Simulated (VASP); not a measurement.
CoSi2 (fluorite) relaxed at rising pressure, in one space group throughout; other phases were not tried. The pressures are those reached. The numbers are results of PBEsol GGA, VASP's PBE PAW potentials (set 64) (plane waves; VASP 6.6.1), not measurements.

| P (GPa) | V (Å³/atom) | k-mesh |
|---|---|---|
| 0.20 | 12.488 | 10×10×10 |
| 4.98 | 12.201 | 10×10×10 |
| 9.93 | 11.937 | 10×10×10 |
| 19.84 | 11.484 | 10×10×10 |
| 29.87 | 11.105 | 10×10×10 |

A change of mesh leaves a small step in the series.

Q: Fit an equation of state and predict the volume at 45.01 GPa.

A: Least squares on the third-order Birch-Murnaghan form, P = (3B0/2)(y⁷ − y⁵)[1 + (3/4)(B′ − 4)(y² − 1)] with y = (V0/V)^(1/3), gives V0 = 12.501 Å³/atom, B0 = 194 GPa and B′ = 4.4, and so 10.632 Å³/atom. The run gave 10.630 Å³/atom, -0.0 % from the fit.

Pressures at which the relaxation failed are left out.

The compound is CoSi2 in the fluorite structure. The run is not spin-polarised, so no magnetic state was tried. The electron count is odd and the run is not spin-polarised, which forces a metal.
